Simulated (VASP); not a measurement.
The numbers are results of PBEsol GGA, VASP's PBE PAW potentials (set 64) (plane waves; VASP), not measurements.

VASP input:

### KPOINTS
```
Automatic mesh
0
Gamma
7 7 7
0 0 0
```

INCAR:
```
SYSTEM = SrTe
PREC = Accurate
ENCUT = 500
EDIFF = 1E-6
NELM = 100
ALGO = Normal
LREAL = .FALSE.
LASPH = .TRUE.
ISMEAR = 0
SIGMA = 0.05
GGA = PS
LMAXMIX = 4
LWAVE = .FALSE.
LCHARG = .FALSE.
IBRION = 2
ISIF = 3
NSW = 40
EDIFFG = -0.02
PSTRESS = 200
```

**POSCAR**
```
SrTe
1.0
  0.0000000000   3.1071181062   3.1071181062
  3.1071181062   0.0000000000   3.1071181062
  3.1071181062   3.1071181062   0.0000000000
Sr Te
1 1
Direct
  0.0000000000   0.0000000000   0.0000000000
  0.5000000000   0.5000000000   0.5000000000
```

POTCAR, in this order: Sr_sv Te (PBE.64 set). Program: vasp_std.

Energy and stress use the plane-wave basis of the starting cell.

Problem. Estimate the energy per atom (σ→0), volume per atom.

Solution. 
```yaml
energy per atom (σ→0): -382.8 kJ/mol of atoms
volume_per_atom: 26.84 Å^3/atom
```

File OSZICAR:
```
...
DAV:   1    -0.793698091053E+01    0.28860E-01   -0.36159E-02   520   0.156E+00    0.378E-01
DAV:   2    -0.793599919952E+01    0.98171E-03   -0.31805E-03   576   0.489E-01    0.224E-01
DAV:   3    -0.793557994991E+01    0.41925E-03   -0.73676E-04   800   0.195E-01    0.164E-01
DAV:   4    -0.793556326019E+01    0.16690E-04   -0.15619E-04   808   0.771E-02    0.781E-02
DAV:   5    -0.793557865634E+01   -0.15396E-04   -0.67892E-05   784   0.468E-02    0.788E-03
DAV:   6    -0.793557975173E+01   -0.10954E-05   -0.13577E-06   468   0.105E-02    0.459E-03
DAV:   7    -0.793557992906E+01   -0.17732E-06   -0.13816E-07   288   0.399E-03
   4 F= -.12336757E+01 E0= -.12336757E+01  d E =-.215595E+00
```

The structure was generated: SrTe was put into the rock salt type (Fm-3m), which need not be its known phase. This run relaxes it under an external pressure of 20 GPa. Symmetry was kept, so distortions that lower it aren't found.
